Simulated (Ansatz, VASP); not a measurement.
# GaP in two plane-wave programs, part 2 of 2

Wanted: the spread between two codes on one cell, functional and k mesh. The cell is taken from a series of runs on this material, whose earlier steps may have relaxed, scaled, displaced or heated it; both programs get it as it stands.

VASP 6.6.1 and Ansatz 0.2.0.

So far: Set-up; VASP: zone-centre phonons, LDA, pair 1.

## Step 3: Ansatz: zone-centre phonons, LDA, pair 1

Level of this step: Ansatz beside VASP: Kohn-Sham DFT, plane waves, LDA (Ansatz).

Ansatz runs on its PAW soft_1 files.

The same cell, functional (in two slightly different forms) and mesh now go to Ansatz, which takes its cutoff from its data sets.

Contents of input.yaml:

```yaml
crystal:
  lattice:
    - [0.0, 2.7135585899, 2.7135585899]
    - [2.7135585899, 0.0, 2.7135585899]
    - [2.7135585899, 2.7135585899, 0.0]
  atoms:
    - { symbol: P, position: [0.75, 0.75, 0.75] }
    - { symbol: Ga, position: [0.0, 0.0, 0.0] }
kpoints:
  mp_grid: { grid: [12, 12, 12] }
hamiltonian:
  xc: lda
  pseudopotentials: { kind: paw, azcp: { folder: soft_1 }, xc_functional: pbe }
scf:
  occupations: { method: fixed }
output:
  eigenvalues: true
phonons:
  method: dfpt
  dielectric: true
  rigid_motions: translations
```

The run is started by

```sh
ansatz run input.yaml --threads 4 --pin off --max-ram 10240MiB --backend cpu --events-out ev --progress --plain --runs-dir out
```

Numbers of over 12 decimals in the logs are rounded to 6 here.

Log:

```text
Engine: ansatz 0.2.0, aarch64-unknown-linux-gnu
Pseudopotentials: kind: paw
Pseudopotential: P, paw, valence charge 5, recommended cutoff 420 eV (normal), soft_1/P.paw.azcp
Pseudopotential: Ga, paw, valence charge 13, recommended cutoff 420 eV (normal), soft_1/Ga.paw.azcp
Functional definition: SPW92
  exchange = slater_x
  correlation = pw_c
Crystal: 2 atoms, lattice volume = 39.962 Å³
Basis set: ecut = 420 eV, 749 PW (Γ), exchange–correlation on 54×54×54 points (8 copies of the dense FFT grid, shifted against one another)
Bands: 13, of which v1, the nominal top of the filled ones, is band 9 counted from 1 (8 counted from 0)
Symmetry: 24 space group operations
k-points: 280 of 1728 (irreducible under 4 space group operations, time reversal used)
Non-local potential: P, projectors of the file, l = 0: 2, l = 1: 2, l = 2: 1
Non-local potential: Ga, projectors of the file, l = 0: 2, l = 1: 2, l = 2: 3, l = 3: 1
PAW form: soft (Blöchl's): semilocal exchange-correlation on the pseudo side does not see the compensation charge
PAW frozen core: P, regenerated for the run's functional, and the local potential with it (the file was generated under x = pbe(κ = 0.804, μ = 0.219515), c = pbe(β = 0.066725))
PAW frozen core: Ga, regenerated for the run's functional, and the local potential with it (the file was generated under x = pbe(κ = 0.804, μ = 0.219515), c = pbe(β = 0.066725))
PAW one-centre angular grid: P, 110 points (default); XC on 64 Gauss nodes
PAW one-centre angular grid: Ga, 590 points (default); XC on 64 Gauss nodes
Initial density: superposition of atomic densities (chi_scale 0.1, normalization cell, long waves kept (reshape's long-wave potential 0.00 eV rms))
Initial wavefunctions: pseudopotential atomic-orbital guess
Functional: x = slater, c = lda
SCF iter   1: F=—  HF=-4433.956605 eV  |F-HF|=—  |Δ(HF+E_count)|=         —  Δρ=4.40e-2  dr2=6.47e-1  ethr=3.10e-3  ⟨swp⟩=5.0  Hψ=19658  notcnv=0  defer=526
preconditioner: auto → none  [insulator: Δε(μ)=1.842 eV  Ē_g=15.425 eV  n_scr=14 (ndim 8)  ℏωp=24.9 eV  f_vac=0.000  ε∞_Penn≈3.6]
SCF iter   2: F=—  HF=-4433.786527 eV  |F-HF|=—  |Δ(HF+E_count)|=   1.70e-1  Δρ=2.00e-2  dr2=9.00e-2  ethr=3.10e-3  ⟨swp⟩=2.1  Hψ=6669  notcnv=0  defer=520
SCF iter   3: F=—  HF=-4433.772811 eV  |F-HF|=—  |Δ(HF+E_count)|=   1.37e-2  Δρ=5.12e-3  dr2=1.06e-2  ethr=5.00e-4  ⟨swp⟩=3.1  Hψ=6741  notcnv=0  defer=536
SCF iter   4: F=—  HF=-4433.768838 eV  |F-HF|=—  |Δ(HF+E_count)|=   3.97e-3  Δρ=2.23e-3  dr2=7.15e-4  ethr=5.87e-5  ⟨swp⟩=3.0  Hψ=7254  notcnv=0  defer=546
SCF iter   5: F=—  HF=-4433.768525 eV  |F-HF|=—  |Δ(HF+E_count)|=   3.14e-4  Δρ=5.11e-4  dr2=4.01e-5  ethr=3.97e-6  ⟨swp⟩=2.0  Hψ=6735  notcnv=0  defer=546
SCF iter   6: F=—  HF=-4433.768524 eV  |F-HF|=—  |Δ(HF+E_count)|=   2.94e-7  Δρ=2.93e-5  dr2=1.99e-7  ethr=2.23e-7  ⟨swp⟩=2.3  Hψ=4490  notcnv=0  defer=390
SCF iter   7: F=—  HF=-4433.768524 eV  |F-HF|=—  |Δ(HF+E_count)|=   8.29e-8  Δρ=5.94e-6  dr2=6.92e-9  ethr=1.11e-9  ⟨swp⟩=2.0  Hψ=6162  notcnv=0  defer=288
SCF iter   8: F=-4433.768524 eV  HF=-4433.768524 eV  |F-HF|=1.00e-11  |Δ(HF+E_count)|=  5.39e-10  Δρ=2.34e-7  dr2=9.23e-12  ethr=1.00e-12  ⟨swp⟩=9.3  Hψ=30488  notcnv=0
SCF 1 converged in 8 iterations: F = -4433.768524 eV  dr2 = 9.23e-12
  Residual-converged pass: ⟨swp⟩=1.1  Hψ=4794  notcnv=0  max |occ|·‖R‖ = 7.1e-9 eV (tolerance 1.0e-8 eV)  dr2=9.23e-12  dr2_onsite=1.08e-11  max |Δocc| = 0.0e0
  greatest PAW one-centre occupation: 0.994 electrons in one spin orbital (limit 2), on the Ga atom at site 1 (counted from 0), in its partial waves of l = 2
NSCF: frozen V_eff on 1 k-points
DFPT response loops at Γ: preconditioner auto → none (the input reference at scf.mixing.eps_inf says where Resta's filter doesn't serve); β = 0.50; Broyden in place of MSR1
── the response to a field inside a basis, on 12×12×12 k-points: an SCF that follows is theirs, and a resumed run solves both again ──
Bands: 10, of which v1, the nominal top of the filled ones, is band 9 counted from 1 (8 counted from 0)
k-points: 182 of 1728 (irreducible under 6 space group operations, time reversal used)
Initial density: handed on by an earlier stage of this run
Initial wavefunctions: pseudopotential atomic-orbital guess (no wavefunctions were taken with the density)
Eigensolver: Dense (182 Hₖ)
SCF iter   1: F=—  HF=-4433.767801 eV  |F-HF|=—  |Δ(HF+E_count)|=         —  Δρ=1.27e-4  dr2=2.42e-6  ethr=1.00e-1
preconditioner: auto → none  [insulator: Δε(μ)=1.520 eV  Ē_g=13.186 eV  n_scr=14 (ndim 8)  ℏωp=24.9 eV  f_vac=0.005  ε∞_Penn≈4.6]
SCF iter   2: F=—  HF=-4433.767800 eV  |F-HF|=—  |Δ(HF+E_count)|=   8.62e-7  Δρ=9.55e-5  dr2=1.48e-6  ethr=1.35e-8
SCF iter   3: F=—  HF=-4433.767800 eV  |F-HF|=—  |Δ(HF+E_count)|=   2.17e-7  Δρ=2.42e-5  dr2=2.15e-7  ethr=8.22e-9
SCF iter   4: F=-4433.767800 eV  HF=-4433.767800 eV  |F-HF|=2.65e-9  |Δ(HF+E_count)|=   2.81e-7  Δρ=3.18e-6  dr2=3.26e-9  ethr=1.19e-9
SCF 1 converged in 4 iterations: F = -4433.767800 eV  dr2 = 3.26e-9
DFPT response loops at Γ: mixed as the last ones told, above
WARN: field response: ε∞ stands inside a basis, on 12×12×12 points; the force constants stand on the 12×12×12 k-mesh, whose period is 12.65 times the interband length at k = (0.0000, 0.0000, 0.0000), direct gap 1.716 eV, under 14: take them and everything formed from them as unconverged, and compare with a denser kpoints.mp_grid
SCF converged after 8 iterations
Free energy (F): -4433.768524 eV
Harris-Foulkes:  -4433.768524 eV  (|F-HF|=1.00e-11)
Internal energy: -4433.768524 eV  (E = F + TS)
E sigma→0 (E₀):  -4433.768524 eV
Fermi energy:    6.989349 eV
--- Per-component energies (eV) ---
  E_band       = -62.294027
  E_kinetic    = 181.443140
  E_local      = -1672.026845  (includes V_loc(G=0)·N_el)
  E_nonlocal   = -57.400873
  E_hartree    = 1011.337253
  E_xc         = -135.611238
  E_vxc        = -118.160562  (∫ρ·V_xc dr)
  E_paw        = -2445.055079  (= ΣΔE_a)
  E_vpaw       = -418.823113  (= ΣTr[D̂ρ^β])
  E_aug_tail   = -0.000219  (compensation charges beyond the density's cutoff)
  E_ewald      = -1318.300495
  E_core_change = 1.845833  (= ΣΔE_core)
  E_smearing   = -0.000000  (= −TS)
  E_closure    = -0.000000  (closes the sum)
  Σ components = -4433.768524   (vs F -4433.768524, Δ=0.00e0)
--- Band table (eV; the first three rows and the last of 280) ---
  k-point 0: bands = [... 5 lower, -5.6257, 6.9893, 6.9893, 6.9893, 8.7050, 10.7746, 10.7746, 10.7746]
  k-point 1: bands = [... 5 lower, -5.5336, 6.0543, 6.8745, 6.8745, 9.2137, 10.9488, 10.9488, 10.9728]
  k-point 2: bands = [... 5 lower, -5.2634, 4.5390, 6.6049, 6.6049, 9.2938, 11.3355, 11.3355, 11.9183]
  k-point 279: bands = [... 5 lower, -2.4667, 0.2931, 3.3081, 3.4539, 11.5835, 11.8095, 12.9885, 12.9914]
--- Phonons (Γ-DFPT): 2 representative perturbations + reference, on 280 of 1728 k-points (Σ response iterations 6) ---
  k mesh reduced under 4 symmetry operations, with k and −k counted as one. Each operation leaves every solved perturbation unchanged. A smaller set is not considered because the run solves the response to a homogeneous field
  ASR residual: 9.275e-5 → 0.000e0 eV/Å²; symmetrization residual: 1.315e-6 eV/Å²
  ASR residual per site (eV/Å²): 8.35e-5 9.28e-5
  Γ frequencies (cm⁻¹): 0.00 0.00 0.00 356.21 356.21 356.21
  ε∞ (high-frequency dielectric tensor):
       10.793464    -0.000000     0.000000
       -0.000000    10.793464     0.000000
        0.000000     0.000000    10.793464
  ε⁰ (static dielectric tensor: ions relaxed, cell fixed):
       12.749170    -0.000000     0.000000
       -0.000000    12.749170     0.000000
        0.000000     0.000000    12.749170
  ε⁰ − ε∞ (ionic part):
        1.955706    -0.000000     0.000000
       -0.000000     1.955706    -0.000000
        0.000000    -0.000000     1.955706
  softest optical mode at Γ: 356.21 cm⁻¹; the repairs (sum rule, projections) moved no ω² at Γ by more than (0.90 cm⁻¹)²
  Born effective charges Z* (e; rows j = field, columns β = displacement):
    site 0:
        -2.07895    0.00000   -0.00000
        -0.00000   -2.07895   -0.00000
        -0.00000   -0.00000   -2.07895
    site 1:
         2.07895   -0.00000    0.00000
         0.00000    2.07895    0.00000
         0.00000    0.00000    2.07895
  Z* charge neutrality: 5.154e-5 e pre-enforcement
  solved inside a basis spanned on kpoints, on 12×12×12 k-points, its susceptibility summed on 16×16×16: ε∞ is read to err by 3.8e-2, Z* by 1.4e-2 e (field_mesh: kpoints solves on kpoints); Z* is corrected for what the basis lacks
  optical modes at Γ without the LO–TO term, one row a degenerate level:
      ω (cm⁻¹)  modes    IR ((D/Å)²/amu)
        356.21      3            13.9482
  optical modes at Γ + LO–TO along q̂ = [1.0000, 0.0000, 0.0000]:
      ω (cm⁻¹)  modes    IR ((D/Å)²/amu)
        356.21      2             9.2988
        387.14      1             4.6494
  optical modes at Γ + LO–TO along q̂ = [0.0000, 1.0000, 0.0000]:
      ω (cm⁻¹)  modes    IR ((D/Å)²/amu)
        356.21      2             9.2988
        387.14      1             4.6494
  optical modes at Γ + LO–TO along q̂ = [0.0000, 0.0000, 1.0000]:
      ω (cm⁻¹)  modes    IR ((D/Å)²/amu)
        356.21      2             9.2988
        387.14      1             4.6494
```

Reading the cycles: dr2 is the Hartree energy of the density residual (eV), the measure of convergence; HF is the Harris–Foulkes estimate of the energy, which meets the free energy F at convergence.

## Step 4: Side by side

Known differences besides the potentials themselves: fixed occupations in Ansatz, narrow Gaussian smearing in VASP; VASP's response is taken on the typed mesh, Ansatz refines its own for the field response alone; the cutoff is 420 eV in Ansatz and 500 eV in VASP; VASP's log shows a relativistic correction to its local exchange, Ansatz's none. Total energies have different zeros and are not compared.

Both answers:

```csv
quantity,Ansatz,VASP,difference
ε∞ xx,10.79,10.85,-0.54 %
ε∞ yy,10.79,10.85,-0.54 %
ε∞ zz,10.79,10.85,-0.54 %
Born charge of P1 (mean of the diagonal) (e),-2.08,-2.10,+0.02
Born charge of Ga2 (mean of the diagonal) (e),2.08,2.10,-0.02
optical mode 1 to 3 (cm⁻¹),356.2,356.1,+0.03 %
```

Modes are paired by rising frequency, not by their patterns, so a pair may set unlike modes beside each other; they are those without the splitting of longitudinal modes.

## Step 5: Ansatz: zone-centre phonons, LDA, pair 2

Second derivatives magnify differences that forces hide, and they need a tight electronic threshold. The cell compared in this pair holds 40.75 Å³, against 39.96 Å³ for the pair before.

The cell is taken from a series of runs on this material, whose earlier steps may have relaxed, scaled, displaced or heated it; both programs get it as it stands.

input.yaml, the sections that differ from step 3:

```yaml
crystal:
  lattice:
    - [0.0, 2.731179594, 2.731179594]
    - [2.731179594, 0.0, 2.731179594]
    - [2.731179594, 2.731179594, 0.0]
  atoms:
    - { symbol: P, position: [0.75, 0.75, 0.75] }
    - { symbol: Ga, position: [0.0, 0.0, 0.0] }
# kpoints, hamiltonian, scf, output, phonons: as in step 3
```

Log:

```text
[...]
Crystal: 2 atoms, lattice volume = 40.746 Å³
Basis set: ecut = 420 eV, 821 PW (Γ), exchange–correlation on 54×54×54 points (8 copies of the dense FFT grid, shifted against one another)
Bands: 13, of which v1, the nominal top of the filled ones, is band 9 counted from 1 (8 counted from 0)
Symmetry: 24 space group operations
k-points: 280 of 1728 (irreducible under 4 space group operations, time reversal used)
[...]
optical modes at Γ + LO–TO along q̂ = [1.0000, 0.0000, 0.0000]:
      ω (cm⁻¹)  modes    IR ((D/Å)²/amu)
[...]
optical modes at Γ + LO–TO along q̂ = [0.0000, 1.0000, 0.0000]:
      ω (cm⁻¹)  modes    IR ((D/Å)²/amu)
        347.77      2             9.5865
        379.23      1             4.7932
  optical modes at Γ + LO–TO along q̂ = [0.0000, 0.0000, 1.0000]:
      ω (cm⁻¹)  modes    IR ((D/Å)²/amu)
        347.77      2             9.5865
        379.23      1             4.7932
[key lines of the parts left out:]
SCF converged after 8 iterations
Free energy (F): -4433.756380 eV
Fermi energy:    6.744072 eV
```

## Step 6: VASP: zone-centre phonons, LDA, pair 2

The same cell, functional (in two slightly different forms) and mesh now go to VASP, with its own data sets.

Contents of INCAR:

```
SYSTEM = GaP
PREC = Accurate
ENCUT = 500
EDIFF = 1E-08
NELM = 120
ISMEAR = 0
SIGMA = 0.01
LREAL = .FALSE.
ALGO = Normal
GGA = PW92
NBANDS = 15
LORBIT = 11
LWAVE = .FALSE.
LCHARG = .FALSE.
ISIF = 2
IBRION = 8
LEPSILON = .TRUE.
LASPH = .TRUE.
GGA_COMPAT = .FALSE.
EFERMI = MIDGAP
KPAR = 2
```

Contents of POSCAR:

```
GaP
1.0
    0.0000000000      2.7311795940      2.7311795940
    2.7311795940      0.0000000000      2.7311795940
    2.7311795940      2.7311795940      0.0000000000
P Ga
1 1
Direct
    0.7500000000      0.7500000000      0.7500000000
    0.0000000000      0.0000000000      0.0000000000
```

Contents of KPOINTS:

```
Automatic mesh
0
Gamma
12 12 12
0 0 0
```

PAW data sets: P and Ga_d (LDA family, release 64).

The run is started by

```sh
mpirun -np 2 vasp_std
```

Log:

```text
[banner, memory and clock lines left out]
running    2 mpi-ranks, on    1 nodes
[...]
[... a notice as in an earlier step ...]

 LDA part: xc-table for (Slater(with rela. corr.)+PW92), standard interpolation
 POSCAR, INCAR and KPOINTS ok, starting setup
[...]
entering main loop
       N       E                     dE             d eps       ncg     rms          rms(c)
DAV:   1     0.797609309253E+02    0.79761E+02   -0.89838E+03  2192   0.167E+03
DAV:   2    -0.443575110765E+01   -0.84197E+02   -0.80392E+02  2482   0.314E+02
DAV:   3    -0.106421326390E+02   -0.62064E+01   -0.61821E+01  2685   0.688E+01
DAV:   4    -0.107472856065E+02   -0.10515E+00   -0.10513E+00  2713   0.976E+00
[...]
DAV:  12    -0.104333500369E+02    0.17565E-06   -0.47590E-07  2678   0.716E-03    0.459E-03
DAV:  13    -0.104333500136E+02    0.23336E-07   -0.19561E-07  2811   0.439E-03    0.840E-04
DAV:  14    -0.104333500130E+02    0.53478E-09   -0.82634E-09  1902   0.115E-03
   1 F= -.10433350E+02 E0= -.10433350E+02  d E =0.000000E+00
[...]
RMM:  16    -0.475953511806E-01    0.17251E-07    0.46178E-07  7803   0.196E-05    0.496E-08
 first order change of Fermi-energy  -0.10230E+01
 force on displaced ion       1 direction 1 :  -9.524   0.000   0.000
 Born effective charge ion    1 direction 1 :  -2.138   0.000   0.000
 Linear response progress:
  Degree of freedom:   2/  2
       N       E                     dE             d eps       ncg     rms          rms(c)
RMM:   1    -0.166926660560E+00   -0.16693E+00    0.10771E-01 10549   0.856E+00
RMM:   2    -0.165095751150E+00    0.18309E-02   -0.26321E-02 16116   0.141E+00    0.537E-02
RMM:   3    -0.165393076912E+00   -0.29733E-03   -0.39010E-03 16894   0.421E-01    0.396E-02
RMM:   4    -0.165253273645E+00    0.13980E-03   -0.15327E-03 17814   0.167E-01    0.149E-02
[...]
RMM:  15    -0.165214695313E+00    0.27175E-08   -0.65008E-07 15407   0.362E-05    0.474E-07
RMM:  16    -0.165214680417E+00    0.14896E-07   -0.53909E-07 11390   0.309E-05    0.265E-07
RMM:  17    -0.165214677177E+00    0.32396E-08   -0.47649E-07 11413   0.287E-05    0.464E-08
 first order change of Fermi-energy   0.10232E+01
 force on displaced ion       2 direction 1 :  -9.567   0.000   0.000
 Born effective charge ion    2 direction 1 :   2.124   0.000   0.000
 Born effective charges drift removed
 Linear response finished
```

Parts of OUTCAR (step 6):

```text
  Total       -0.8130250     -0.8130250     -0.8130250      0.0000000      0.0000000      0.0000000
  in kB      -31.9693412    -31.9693412    -31.9693412      0.0000000      0.0000000      0.0000000
  external PRESSURE =     -31.9693412 kB  Pullay stress =       0.0000000 kB

 POSITION                                       TOTAL-FORCE (eV/Angst)
 -----------------------------------------------------------------------------------
      4.09677      4.09677      4.09677        -0.000000     -0.000000     -0.000000
      0.00000      0.00000      0.00000         0.000000      0.000000      0.000000
 -----------------------------------------------------------------------------------
    total drift:                               -0.000001     -0.000001     -0.000000

 MACROSCOPIC STATIC DIELECTRIC TENSOR (including local field effects in DFT)
 ------------------------------------------------------
          11.053672     0.000000     0.000000
           0.000000    11.053672     0.000000
           0.000000     0.000000    11.053672
 ------------------------------------------------------

 MACROSCOPIC STATIC DIELECTRIC TENSOR IONIC CONTRIBUTION
 ------------------------------------------------------
           2.118301     0.000000     0.000000
           0.000000     2.118301    -0.000000
           0.000000    -0.000000     2.118301
 ------------------------------------------------------

[... 1 part as in an earlier step ...]

[... 1 further part left out ...]
```

## Step 7: Comparison

The two programs side by side:

```csv
quantity,Ansatz,VASP,difference
ε∞ xx,10.97,11.05,-0.74 %
ε∞ yy,10.97,11.05,-0.74 %
ε∞ zz,10.97,11.05,-0.74 %
Born charge of P1 (mean of the diagonal) (e),-2.11,-2.13,+0.02
Born charge of Ga2 (mean of the diagonal) (e),2.11,2.13,-0.02
optical mode 1 to 3 (cm⁻¹),347.8,347.8,+0.01 %
```

Modes are paired by rising frequency, not by their patterns, so a pair may set unlike modes beside each other; they are those without the splitting of longitudinal modes.

## Step 8: Summary of results

```
r.m.s. difference of the optical zone-centre modes, each program's sorted by frequency (zone-centre phonons, LDA, pair 1) : 0.11 cm⁻¹
difference in ε∞ xx (zone-centre phonons, LDA, pair 1)                                                                    : -0.5 %
r.m.s. difference of the optical zone-centre modes, each program's sorted by frequency (zone-centre phonons, LDA, pair 2) : 0.020 cm⁻¹
difference in ε∞ xx (zone-centre phonons, LDA, pair 2)                                                                    : -0.7 %
```

What this shows: The r.m.s. difference of the optical zone-centre modes, each program's sorted by frequency is 0.11 cm⁻¹ (zone-centre phonons, LDA, pair 1). Among the rows given in per cent, the largest difference of the zone-centre phonons, LDA, pair 1 pair is in ε∞ xx, -0.5 %. Among the rows given in per cent, the largest difference of the zone-centre phonons, LDA, pair 2 pair is in ε∞ xx, -0.7 %. How closely two codes agree says nothing of how well the functional describes the real material.

[Lines on the potential files, build, host, timing and source positions are cut from VASP's logs without a mark.]

[Logs are printed without paths, hosts, clocks, repeated set-up lines and the standing remarks that a program may print on its own settings, such as how far it seeks lower states.]

[Hosts, paths, dates, database ids (printed as entryN), source tags and the programs' standing remarks are cut or masked in the printed files.]
